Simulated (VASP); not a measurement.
Input of a VASP 6.6.1 run:

The input INCAR:

```
PREC = Accurate
ENCUT = 520
EDIFF = 1E-6
ISMEAR = 0
SIGMA = 0.05
LREAL = False
LASPH = True
NELM = 100
ALGO = Fast
ISIF = 2
LWAVE = False
LCHARG = True
GGA = PE
LELF = True
LVHAR = True
NBANDS = 25
```

The input KPOINTS:

```
Automatic mesh
0
Gamma
  4 4 4
```

File POSCAR:

```
ZnCSe3
1.0
    4.5090461299      0.0000000000      0.0000000000
    0.0000000000      4.5090461299      0.0000000000
    0.0000000000      0.0000000000      4.5090461299
Zn C Se
1 1 3
Direct
    0.0000000000      0.0000000000      0.0000000000
    0.5000000000      0.5000000000      0.5000000000
    0.5000000000      0.5000000000      0.0000000000
    0.5000000000      0.0000000000      0.5000000000
    0.0000000000      0.5000000000      0.5000000000
```

Potentials or basis: VASP PAW PBE potentials, release 64 (Zn, C, Se).

Command:

```sh
$ cat potpaw_PBE.64/Zn/POTCAR potpaw_PBE.64/C/POTCAR potpaw_PBE.64/Se/POTCAR > POTCAR
$ mpirun -np 1 vasp_std > vasp.out
```

(1) What does it give for the band gap on the k mesh?

(2) What does it give for the pressure?

Answers

(1) none (metal or under the smearing width).

(2) -1.9 GPa.
